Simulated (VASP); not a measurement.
Consider the following.

```xyz
2
Lattice="-2.9223 2.9223 1.5883 2.9223 -2.9223 1.5883 2.9223 2.9223 -1.5883" Properties=species:S:1:pos:R:3 pbc="T T T"
Sn     2.9223     0.0000     0.7941
Sn     0.0000     5.8446     0.0000
```

Method: PBE GGA with D4 dispersion, VASP's PBE PAW potentials (set 64) (plane waves; VASP 6.6.1). Numerical set-up: 520 eV cut-off, Gaussian smearing of 0.050 eV, potentials Sn_d.

Q: Give the energies of bands 11 to 17 at the high-symmetry points, in eV from the Fermi level.

A: 
```json
[
 {"band": "11", "Γ": "-11.13", "X": "-8.90", "M": "-7.56", "Z": "-6.48", "P": "-5.96", "N": "-6.91"},
 {"band": "12", "Γ": "-3.65", "X": "-8.90", "M": "-7.56", "Z": "-5.58", "P": "-5.96", "N": "-5.39"},
 {"band": "13", "Γ": "-1.99", "X": "0.58", "M": "-4.81", "Z": "-3.04", "P": "-3.54", "N": "-2.32"},
 {"band": "14", "Γ": "-1.99", "X": "0.58", "M": "-4.81", "Z": "-2.92", "P": "-3.54", "N": "-1.71"},
 {"band": "15", "Γ": "2.97", "X": "1.57", "M": "5.08", "Z": "-2.92", "P": "3.58", "N": "-1.13"},
 {"band": "16", "Γ": "6.21", "X": "1.57", "M": "5.08", "Z": "3.10", "P": "3.58", "N": "2.25"},
 {"band": "17", "Γ": "6.21", "X": "6.06", "M": "9.37", "Z": "5.58", "P": "3.96", "N": "2.85"}
]
```

It has no gap at this level: it comes out as a metal or semimetal.

The compound is Sn in the beta structure. It was relaxed first.
